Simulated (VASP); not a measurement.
# Sr2MnSi2O7: structure and properties in VASP, part 4 of 14

What structure and properties does LDA + U give Sr2MnSi2O7, and how near are they to the measured ones? The start is a cell from a database of measured crystal structures.

VASP 6.6.1; LDA, DFT+U (Mn d 3 eV), spin-polarised from a ferromagnetic start; plane waves and PAW (Sr_sv, Mn_pv, Si, O).

Still holding for the runs below: The magnetic state follows from one typed start and may not be the lowest. Experiment finds antiferromagnetic order in this phase (below 3.4 K, arxiv:2410.22741), so this ferromagnetic run describes another state.

So far, gap on the k-mesh (eV): step 2 (relaxing cell and atoms (LDA + U)) 2.34; step 3 (second relaxation) 2.34.

## Step 4: Single point with fields (LDA + U)

The relaxed cell gets a fresh self-consistent run, on a basis set for its own volume, to fix the density and to check the remaining stress.

Input file INCAR:

```
SYSTEM = Sr2MnSi2O7
PREC = Accurate
ENCUT = 520
EDIFF = 1E-06
NELM = 100
ISMEAR = 0
SIGMA = 0.05
LREAL = Auto
ALGO = Fast
GGA = CA
NBANDS = 124
ISPIN = 2
MAGMOM = 0 0 0 0 4 4 0 0 0 0 0 0 0 0 0 0 0 0 0 0 0 0 0 0
LDAU = .TRUE.
LDAUTYPE = 2
LDAUL = -1 2 -1 -1
LDAUU = 0 3 0 0
LDAUJ = 0 0 0 0
LDAUPRINT = 1
LASPH = .TRUE.
LMAXMIX = 4
LORBIT = 11
LWAVE = .FALSE.
LCHARG = .TRUE.
NCORE = 2
ISIF = 2
LELF = .TRUE.
LVHAR = .TRUE.
```

Input file POSCAR:

```
Sr2MnSi2O7
1.0
    8.0304670165      0.0000000000      0.0000000000
    0.0000000000      8.0304670165      0.0000000000
    0.0000000000      0.0000000000      5.0790296646
Sr Mn Si O
4 2 4 14
Direct
    0.3345770917      0.1654229083      0.5063260309
    0.1654229083      0.6654229083      0.4936739691
    0.6654229083      0.8345770917      0.5063260309
    0.8345770917      0.3345770917      0.4936739691
    0.0000000000      0.0000000000      0.0000000000
    0.5000000000      0.5000000000      0.0000000000
    0.1377929865      0.3622070135      0.9396728049
    0.3622070135      0.8622070135      0.0603271951
    0.8622070135      0.6377929865      0.9396728049
    0.6377929865      0.1377929865      0.0603271951
    0.5000000000      0.0000000000      0.1681971946
    0.0000000000      0.5000000000      0.8318028054
    0.1395688079      0.3604311921      0.2550303602
    0.3604311921      0.8604311921      0.7449696398
    0.8604311921      0.6395688079      0.2550303602
    0.6395688079      0.1395688079      0.7449696398
    0.0786485217      0.1935386624      0.7886769092
    0.1935386624      0.9213514783      0.2113230908
    0.9213514783      0.8064613376      0.7886769092
    0.8064613376      0.0786485217      0.2113230908
    0.5786485217      0.3064613376      0.2113230908
    0.6935386624      0.5786485217      0.7886769092
    0.4213514783      0.6935386624      0.2113230908
    0.3064613376      0.4213514783      0.7886769092
```

Input file KPOINTS:

```
Automatic mesh
0
Gamma
3 3 5
0 0 0
```

The projector-augmented-wave data sets are Sr_sv, Mn_pv, Si and O (LDA family, release 64).

The run is started by

```
mpirun -np 8 vasp_std
```

The log of the run:

```text
[banner, memory and clock lines left out]
running    8 mpi-ranks, on    1 nodes
 distrk:  each k-point on    8 cores,    1 groups
 distr:  one band on    2 cores,    4 groups

 POSCAR found type information on POSCAR SrMnSiO
 POSCAR found :  4 types and      24 ions
 LDA part: xc-table for (Slater(with rela. corr.)+CA(PZ))
 , standard interpolation
 POSCAR, INCAR and KPOINTS ok, starting setup
 FFT: planning ... GRIDC
 FFT: planning ... GRID_SOFT
 FFT: planning ... GRID
 WAVECAR not read
 entering main loop
       N       E                     dE             d eps       ncg     rms          rms(c)
[... 1 cycle as in an earlier step ...]
DAV:   2    -0.863513630191E+02   -0.14459E+04   -0.13647E+04  4844   0.354E+02
DAV:   3    -0.215986625361E+03   -0.12964E+03   -0.12767E+03  5692   0.113E+02
DAV:   4    -0.220750996886E+03   -0.47644E+01   -0.47070E+01  6624   0.185E+01
DAV:   5    -0.220948457847E+03   -0.19746E+00   -0.19713E+00  6648   0.318E+00    0.496E+01
RMM:   6    -0.196616207800E+03    0.24332E+02   -0.10461E+02  5470   0.254E+01    0.412E+01
RMM:   7    -0.196461057090E+03    0.15515E+00   -0.13238E+01  5789   0.102E+01    0.288E+01
RMM:   8    -0.196395869127E+03    0.65188E-01   -0.21161E+00  6986   0.337E+00    0.153E+01
RMM:   9    -0.196193934420E+03    0.20193E+00   -0.94763E-01  6283   0.301E+00    0.375E+00
RMM:  10    -0.196195057735E+03   -0.11233E-02   -0.21402E-01  7038   0.147E+00    0.106E+00
RMM:  11    -0.196208547255E+03   -0.13490E-01   -0.91500E-02  7992   0.658E-01    0.507E-01
RMM:  12    -0.196212257043E+03   -0.37098E-02   -0.40745E-02  8296   0.390E-01    0.364E-01
WARNING in EDDRMM: call to ZHEGV failed, returncode =   6  3     11
RMM:  13    -0.196214946424E+03   -0.26894E-02   -0.26029E-02  8461   0.278E-01    0.135E-01
RMM:  14    -0.196216519106E+03   -0.15727E-02   -0.15810E-02  8501   0.219E-01    0.698E-02
RMM:  15    -0.196217757898E+03   -0.12388E-02   -0.12379E-02  8638   0.179E-01    0.505E-02
RMM:  16    -0.196218574211E+03   -0.81631E-03   -0.81581E-03  8676   0.146E-01    0.404E-02
WARNING in EDDRMM: call to ZHEGV failed, returncode =   8  4     16
RMM:  17    -0.196219175729E+03   -0.60152E-03   -0.60908E-03  8578   0.124E-01    0.214E-02
RMM:  18    -0.196219587585E+03   -0.41186E-03   -0.41640E-03  8633   0.102E-01    0.937E-03
RMM:  19    -0.196219918319E+03   -0.33073E-03   -0.33459E-03  8569   0.855E-02    0.123E-02
RMM:  20    -0.196220140139E+03   -0.22182E-03   -0.22434E-03  8373   0.709E-02    0.983E-03
RMM:  21    -0.196220322440E+03   -0.18230E-03   -0.18755E-03  8214   0.601E-02    0.134E-02
RMM:  22    -0.196220468011E+03   -0.14557E-03   -0.14769E-03  8119   0.513E-02    0.240E-02
WARNING in EDDRMM: call to ZHEGV failed, returncode =   8  4     14
WARNING in EDDRMM: call to ZHEGV failed, returncode =   6  3     13
RMM:  23    -0.196220587073E+03   -0.11906E-03   -0.12286E-03  7930   0.432E-02    0.265E-02
RMM:  24    -0.196220670463E+03   -0.83390E-04   -0.85253E-04  7698   0.361E-02    0.290E-02
WARNING in EDDRMM: call to ZHEGV failed, returncode =   6  3     14
RMM:  25    -0.196220732266E+03   -0.61803E-04   -0.64781E-04  7406   0.310E-02    0.325E-02
RMM:  26    -0.196220792555E+03   -0.60289E-04   -0.62895E-04  7131   0.266E-02    0.356E-02
WARNING in EDDRMM: call to ZHEGV failed, returncode =   8  4     13
RMM:  27    -0.196220831370E+03   -0.38815E-04   -0.44032E-04  6912   0.237E-02    0.308E-02
WARNING in EDDRMM: call to ZHEGV failed, returncode =   6  3     17
WARNING in EDDRMM: call to ZHEGV failed, returncode =   6  3     12
RMM:  28    -0.196220875893E+03   -0.44523E-04   -0.48336E-04  6611   0.202E-02    0.272E-02
RMM:  29    -0.196220899792E+03   -0.23899E-04   -0.26372E-04  6405   0.171E-02    0.241E-02
WARNING in EDDRMM: call to ZHEGV failed, returncode =   6  3     13
WARNING in EDDRMM: call to ZHEGV failed, returncode =   8  4     17
RMM:  30    -0.196220930947E+03   -0.31155E-04   -0.33334E-04  6080   0.149E-02    0.227E-02
RMM:  31    -0.196220947896E+03   -0.16949E-04   -0.17971E-04  5766   0.128E-02    0.224E-02
WARNING in EDDRMM: call to ZHEGV failed, returncode =   6  3     15
WARNING in EDDRMM: call to ZHEGV failed, returncode =   6  3     20
RMM:  32    -0.196220962682E+03   -0.14786E-04   -0.15790E-04  5597   0.111E-02    0.237E-02
WARNING in EDDRMM: call to ZHEGV failed, returncode =   6  3     18
RMM:  33    -0.196220972839E+03   -0.10157E-04   -0.10821E-04  5331   0.957E-03    0.255E-02
RMM:  34    -0.196220982638E+03   -0.97995E-05   -0.10176E-04  5522   0.958E-03    0.222E-02
WARNING in EDDRMM: call to ZHEGV failed, returncode =   6  3     18
RMM:  35    -0.196220988969E+03   -0.63302E-05   -0.64786E-05  4904   0.728E-03    0.228E-02
RMM:  36    -0.196220993601E+03   -0.46324E-05   -0.51123E-05  4380   0.632E-03    0.227E-02
RMM:  37    -0.196220998033E+03   -0.44322E-05   -0.48772E-05  4395   0.577E-03    0.227E-02
RMM:  38    -0.196221002956E+03   -0.49227E-05   -0.50856E-05  4844   0.635E-03    0.261E-02
WARNING in EDDRMM: call to ZHEGV failed, returncode =   6  3     15
RMM:  39    -0.196221004843E+03   -0.18868E-05   -0.32434E-05  4995   0.728E-03    0.206E-02
RMM:  40    -0.196221007718E+03   -0.28751E-05   -0.29870E-05  4715   0.546E-03    0.203E-02
RMM:  41    -0.196221010056E+03   -0.23382E-05   -0.26430E-05  5072   0.765E-03    0.224E-02
RMM:  42    -0.196221011636E+03   -0.15805E-05   -0.21085E-05  4515   0.506E-03    0.197E-02
RMM:  43    -0.196221013599E+03   -0.19623E-05   -0.16853E-05  4439   0.467E-03    0.240E-02
RMM:  44    -0.196221014946E+03   -0.13473E-05   -0.16426E-05  4228   0.401E-03    0.222E-02
RMM:  45    -0.196221015397E+03   -0.45054E-06   -0.12135E-05  3940   0.364E-03    0.164E-02
RMM:  46    -0.196221015669E+03   -0.27279E-06   -0.11119E-05  4472   0.456E-03    0.873E-03
RMM:  47    -0.196221016361E+03   -0.69135E-06   -0.92385E-06  4111   0.290E-03
   1 F= -.19622102E+03 E0= -.19622102E+03  d E =-.137477E-13  mag=    10.0000
```

Wall time 3.5 min (8 MPI ranks of Intel Xeon 6975P-C (Granite Rapids), shared host); peak memory 1.8 GiB.

From OUTCAR (step 4):

```text
 Found      9 irreducible k-points:

   NELECT =     166.0000    total number of electrons

atom =   5  type =  2  l = 2

 onsite density matrix

spin component  1

  0.9463 -0.0000  0.0000 -0.0000 -0.0029
 -0.0000  0.9449  0.0000  0.0000 -0.0000
  0.0000  0.0000  0.9381 -0.0000  0.0000
 -0.0000  0.0000 -0.0000  0.9449  0.0000
 -0.0029 -0.0000  0.0000  0.0000  0.9466

spin component  2

  0.0650 -0.0000  0.0000 -0.0000 -0.0295
 -0.0000  0.0748  0.0000  0.0000  0.0000
  0.0000  0.0000  0.0246  0.0000  0.0000
 -0.0000  0.0000  0.0000  0.0748  0.0000
 -0.0295  0.0000  0.0000  0.0000  0.0670

 occupancies and eigenvectors

  o =  0.0246  v =  0.0000  0.0000  0.0000  0.0000  0.0000 -0.0000 -0.0000  1.0000 -0.0000 -0.0000      0.0000  0.0000  0.0000  0.0000  0.0000  0.0000  0.0000  0.0000  0.0000  0.0000
  o =  0.0364  v =  0.0000  0.0000  0.0000  0.0000  0.0000  0.7195 -0.0000  0.0000 -0.0000  0.6945      0.0000  0.0000  0.0000  0.0000  0.0000  0.0000  0.0000  0.0000  0.0000  0.0000
  o =  0.0748  v =  0.0000  0.0000  0.0000  0.0000  0.0000  0.0000 -1.0000 -0.0000  0.0000  0.0000      0.0000  0.0000  0.0000  0.0000  0.0000  0.0000  0.0000  0.0000  0.0000  0.0000
  o =  0.0748  v =  0.0000  0.0000  0.0000  0.0000  0.0000 -0.0000 -0.0000 -0.0000 -1.0000  0.0000      0.0000  0.0000  0.0000  0.0000  0.0000  0.0000  0.0000  0.0000  0.0000  0.0000
  o =  0.0956  v =  0.0000  0.0000  0.0000  0.0000  0.0000  0.6945 -0.0000 -0.0000 -0.0000 -0.7195      0.0000  0.0000  0.0000  0.0000  0.0000  0.0000  0.0000  0.0000  0.0000  0.0000
  o =  0.9381  v =  0.0000 -0.0000 -1.0000  0.0000  0.0000  0.0000  0.0000  0.0000  0.0000  0.0000      0.0000  0.0000  0.0000  0.0000  0.0000  0.0000  0.0000  0.0000  0.0000  0.0000
  o =  0.9435  v =  0.7243  0.0000  0.0000  0.0000  0.6895  0.0000  0.0000  0.0000  0.0000  0.0000      0.0000  0.0000  0.0000  0.0000  0.0000  0.0000  0.0000  0.0000  0.0000  0.0000
  o =  0.9449  v =  0.0000 -0.0001  0.0000  1.0000 -0.0000  0.0000  0.0000  0.0000  0.0000  0.0000      0.0000  0.0000  0.0000  0.0000  0.0000  0.0000  0.0000  0.0000  0.0000  0.0000
  o =  0.9449  v =  0.0000 -1.0000  0.0000 -0.0001  0.0000  0.0000  0.0000  0.0000  0.0000  0.0000      0.0000  0.0000  0.0000  0.0000  0.0000  0.0000  0.0000  0.0000  0.0000  0.0000
  o =  0.9494  v = -0.6895 -0.0000  0.0000  0.0000  0.7243  0.0000  0.0000  0.0000  0.0000  0.0000      0.0000  0.0000  0.0000  0.0000  0.0000  0.0000  0.0000  0.0000  0.0000  0.0000

atom =   6  type =  2  l = 2

 onsite density matrix

spin component  1

  0.9463 -0.0000  0.0000  0.0000  0.0029
 -0.0000  0.9449 -0.0000  0.0000  0.0000
  0.0000 -0.0000  0.9381  0.0000 -0.0000
  0.0000  0.0000  0.0000  0.9449  0.0000
  0.0029  0.0000 -0.0000  0.0000  0.9466

spin component  2

  0.0650 -0.0000  0.0000  0.0000  0.0295
 -0.0000  0.0748 -0.0000  0.0000 -0.0000
  0.0000 -0.0000  0.0246  0.0000 -0.0000
  0.0000  0.0000  0.0000  0.0748 -0.0000
  0.0295 -0.0000 -0.0000 -0.0000  0.0670

 occupancies and eigenvectors

  o =  0.0246  v =  0.0000  0.0000  0.0000  0.0000  0.0000 -0.0000  0.0000  1.0000 -0.0000  0.0000      0.0000  0.0000  0.0000  0.0000  0.0000  0.0000  0.0000  0.0000  0.0000  0.0000
  o =  0.0364  v =  0.0000  0.0000  0.0000  0.0000  0.0000  0.7195  0.0000  0.0000 -0.0000 -0.6945      0.0000  0.0000  0.0000  0.0000  0.0000  0.0000  0.0000  0.0000  0.0000  0.0000
  o =  0.0748  v =  0.0000  0.0000  0.0000  0.0000  0.0000  0.0000  1.0000 -0.0000  0.0000  0.0000      0.0000  0.0000  0.0000  0.0000  0.0000  0.0000  0.0000  0.0000  0.0000  0.0000
  o =  0.0748  v =  0.0000  0.0000  0.0000  0.0000  0.0000 -0.0000  0.0000 -0.0000 -1.0000  0.0000      0.0000  0.0000  0.0000  0.0000  0.0000  0.0000  0.0000  0.0000  0.0000  0.0000
  o =  0.0956  v =  0.0000  0.0000  0.0000  0.0000  0.0000  0.6945  0.0000 -0.0000  0.0000  0.7195      0.0000  0.0000  0.0000  0.0000  0.0000  0.0000  0.0000  0.0000  0.0000  0.0000
  o =  0.9381  v =  0.0000 -0.0000 -1.0000 -0.0000 -0.0000  0.0000  0.0000  0.0000  0.0000  0.0000      0.0000  0.0000  0.0000  0.0000  0.0000  0.0000  0.0000  0.0000  0.0000  0.0000
  o =  0.9435  v =  0.7243  0.0000  0.0000 -0.0000 -0.6895  0.0000  0.0000  0.0000  0.0000  0.0000      0.0000  0.0000  0.0000  0.0000  0.0000  0.0000  0.0000  0.0000  0.0000  0.0000
  o =  0.9449  v =  0.0000  1.0000 -0.0000  0.0000  0.0000  0.0000  0.0000  0.0000  0.0000  0.0000      0.0000  0.0000  0.0000  0.0000  0.0000  0.0000  0.0000  0.0000  0.0000  0.0000
  o =  0.9449  v = -0.0000  0.0000  0.0000 -1.0000  0.0000  0.0000  0.0000  0.0000  0.0000  0.0000      0.0000  0.0000  0.0000  0.0000  0.0000  0.0000  0.0000  0.0000  0.0000  0.0000
  o =  0.9494  v = -0.6895 -0.0000  0.0000 -0.0000 -0.7243  0.0000  0.0000  0.0000  0.0000  0.0000      0.0000  0.0000  0.0000  0.0000  0.0000  0.0000  0.0000  0.0000  0.0000  0.0000

 E-fermi :   3.7746

 spin component 1
 k-point     1 :       0.0000    0.0000    0.0000
  band No.  band energies     occupation
    ...
     84       2.7292      1.00000
     85       3.0903      1.00000
     86       3.1517      1.00000
     87       3.1517      1.00000
     88       3.3907      1.00000
     89       5.8663      0.00000
     90       7.7802      0.00000
     91       7.7802      0.00000
     92       7.9571      0.00000
     93       8.1007      0.00000
    ...

 k-point     2 :       0.3333    0.0000    0.0000
  band No.  band energies     occupation
    ...
     84       2.7984      1.00000
     85       2.9698      1.00000
     86       2.9789      1.00000
     87       3.2525      1.00000
     88       3.3566      1.00000
     89       6.3972      0.00000
     90       7.4084      0.00000
     91       7.8436      0.00000
     92       7.9607      0.00000
     93       8.1985      0.00000
    ...

 k-point     3 :       0.3333    0.3333    0.0000
  band No.  band energies     occupation
    ...
     84       2.6930      1.00000
     85       3.0058      1.00000
     86       3.1398      1.00000
     87       3.2338      1.00000
     88       3.3223      1.00000
     89       6.8209      0.00000
     90       7.5068      0.00000
     91       7.7443      0.00000
     92       7.8991      0.00000
     93       8.3093      0.00000
    ...

 k-point     4 :       0.0000    0.0000    0.2000
  band No.  band energies     occupation
    ...
     84       2.7153      1.00000
     85       3.0429      1.00000
     86       3.1450      1.00000
     87       3.1450      1.00000
     88       3.4353      1.00000
     89       6.3065      0.00000
     90       7.9747      0.00000
     91       7.9747      0.00000
     92       8.0645      0.00000
     93       8.3641      0.00000
    ...

  Total        0.0423061      0.0423061     -0.1295534      0.0000000      0.0000000      0.0000000
  in kB        0.2069431      0.2069431     -0.6337195      0.0000000      0.0000000      0.0000000
  external PRESSURE =      -0.0732778 kB  Pullay stress =       0.0000000 kB

 POSITION                                       TOTAL-FORCE (eV/Angst)
 -----------------------------------------------------------------------------------
      2.68681      1.32842      2.57164        -0.004272      0.004272     -0.005067
      1.32842      5.34366      2.50738         0.004272      0.004272      0.005067
      5.34366      6.70204      2.57164         0.004272     -0.004272     -0.005067
      6.70204      2.68681      2.50738        -0.004272     -0.004272      0.005067
      0.00000      0.00000      0.00000         0.000000      0.000000      0.000000
      4.01523      4.01523      0.00000         0.000000      0.000000      0.000000
      1.10654      2.90869      4.77263        -0.000065      0.000065      0.002443
      2.90869      6.92392      0.30640         0.000065      0.000065     -0.002443
      6.92392      5.12178      4.77263         0.000065     -0.000065      0.002443
      5.12178      1.10654      0.30640        -0.000065     -0.000065     -0.002443
      4.01523      0.00000      0.85428         0.000000      0.000000      0.005837
      0.00000      4.01523      4.22475         0.000000      0.000000     -0.005837
      1.12080      2.89443      1.29531         0.002044     -0.002044     -0.006084
      2.89443      6.90966      3.78372        -0.002044     -0.002044      0.006084
      6.90966      5.13604      1.29531        -0.002044      0.002044     -0.006084
      5.13604      1.12080      3.78372         0.002044      0.002044      0.006084
      0.63158      1.55421      4.00571        -0.007754      0.000250     -0.002584
      1.55421      7.39888      1.07332         0.000250      0.007754      0.002584
      7.39888      6.47626      4.00571         0.007754     -0.000250     -0.002584
      6.47626      0.63158      1.07332        -0.000250     -0.007754      0.002584
      4.64682      2.46103      1.07332        -0.007754     -0.000250      0.002584
      5.56944      4.64682      4.00571         0.000250     -0.007754     -0.002584
      3.38365      5.56944      1.07332         0.007754      0.000250      0.002584
      2.46103      3.38365      4.00571        -0.000250      0.007754     -0.002584
 -----------------------------------------------------------------------------------
    total drift:                                0.000001      0.000001     -0.000000

  FREE ENERGIE OF THE ION-ELECTRON SYSTEM (eV)
  ---------------------------------------------------
  free  energy   TOTEN  =      -196.2210163607 eV

  energy  without entropy=     -196.2210163607  energy(sigma->0) =     -196.22101636

[... 11 parts as in an earlier step ...]

[... 9 further parts left out ...]
```

With spin, VASP writes an ELF for each channel.

This step gave:

| Property | Result |
| --- | --- |
| SCF cycles | 47 |
| Fermi energy | 3.775 eV |
| pressure | -0.007328 GPa |
| gap on the k-mesh | 2.339 eV |
| least direct gap on the k-mesh | 2.476 eV |

Valence electrons inside each PAW sphere by angular momentum. Sphere charges, by row:

| atom | s (e) | p (e) | d (e) | tot (e) |
| --- | --- | --- | --- | --- |
| Sr1 | 2.001 | 5.792 | 0.205 | 7.998 |
| Sr2 | 2.001 | 5.792 | 0.205 | 7.998 |
| Sr3 | 2.001 | 5.792 | 0.205 | 7.998 |
| Sr4 | 2.001 | 5.792 | 0.205 | 7.998 |
| Mn5 | 0.25 | 6.259 | 5.003 | 11.51 |
| Mn6 | 0.25 | 6.259 | 5.003 | 11.51 |
| Si7 | 0.681 | 1.045 | 0 | 1.726 |
| Si8 | 0.681 | 1.045 | 0 | 1.726 |
| Si9 | 0.681 | 1.045 | 0 | 1.726 |
| Si10 | 0.681 | 1.045 | 0 | 1.726 |
| O11 | 1.546 | 3.679 | 0 | 5.225 |
| O12 | 1.546 | 3.679 | 0 | 5.225 |
| O13 | 1.548 | 3.523 | 0 | 5.071 |
| O14 | 1.548 | 3.523 | 0 | 5.071 |
| O15 | 1.548 | 3.523 | 0 | 5.071 |
| O16 | 1.548 | 3.523 | 0 | 5.071 |
| O17 | 1.544 | 3.564 | 0 | 5.109 |
| O18 | 1.544 | 3.564 | 0 | 5.109 |
| O19 | 1.544 | 3.564 | 0 | 5.109 |
| O20 | 1.544 | 3.564 | 0 | 5.109 |
| O21 | 1.544 | 3.564 | 0 | 5.109 |
| O22 | 1.544 | 3.564 | 0 | 5.109 |
| O23 | 1.544 | 3.564 | 0 | 5.109 |
| O24 | 1.544 | 3.564 | 0 | 5.109 |

Spin density in the ac plane at fractional y = 0.000, with atoms of Mn and O within 0.2 Å of it.

Values in e/Å³, 7 rows by 16 columns, each cell a mean:
```
2.7 0.6 0.1 0.0 0.0 0.0 0.0 0.0 0.0 0.0 0.0 0.0 0.0 0.0 0.3 1.8
0.1 0.1 0.0 0.0 0.0 0.0 0.0 0.0 0.0 0.0 0.0 0.0 0.0 0.0 0.0 0.1
0.0 0.0 0.0 0.0 0.0 0.0 0.0 0.0 0.0 0.0 0.0 0.0 0.0 0.0 0.0 0.0
0.0 0.0 0.0 0.0 0.0 0.0 0.0 0.0 0.0 0.0 0.0 0.0 0.0 0.0 0.0 0.0
0.0 0.0 0.0 0.0 0.0 0.0 0.0 0.0 0.0 0.0 0.0 0.0 0.0 0.0 0.0 0.0
0.3 0.1 0.0 0.0 0.0 0.0 0.0 0.0 0.0 0.0 0.0 0.0 0.0 0.0 0.0 0.2
4.2 0.9 0.1 0.0 0.0 0.0 0.0 0.0 0.0 0.0 0.0 0.0 0.0 0.0 0.3 2.8
```
Columns run along a (8.0 Å), rows up along c (5.1 Å). Atoms in or near the plane, at fractional coordinates: Mn at (0.00, 0.00), O at (0.50, 0.17).

Valence density in the ac plane at fractional y = 0.000, with atoms of Mn and O within 0.2 Å of it. It is the smooth field of the valence electrons, not physical close to the nuclei.

Ten steps, logarithmic in the rise over the least value, from '0' (0 e/Å³) to '9' (15 e/Å³), each cell a mean:
```
9731000111111111001258
6420000111000111000125
1100001111000111000011
0000001111000111000000
0000000111000111000000
0000000110000011000000
0000000100000011000000
0001111001111001111000
0012321112333111233210
1124442124675311344311
3224442125787422344323
8633322124676321233347
9842111112343211111269
```
Columns run along a (8.0 Å), rows up along c (5.1 Å). Atoms in or near the plane, at fractional coordinates: Mn at (0.00, 0.00), O at (0.50, 0.17).

(Part 4 of 14 ends here.)

[Lines on the potential files, build, host, timing and source positions are cut from VASP's logs without a mark.]

[Logs are printed without paths, hosts, clocks, repeated set-up lines and the standing remarks that a program may print on its own settings, such as how far it seeks lower states.]

[Hosts, paths, dates, database ids (printed as entryN), source tags and the programs' standing remarks are cut or masked in the printed files.]

[A measured line is paired with the nearest computed mode of its activity, which favours agreement.]
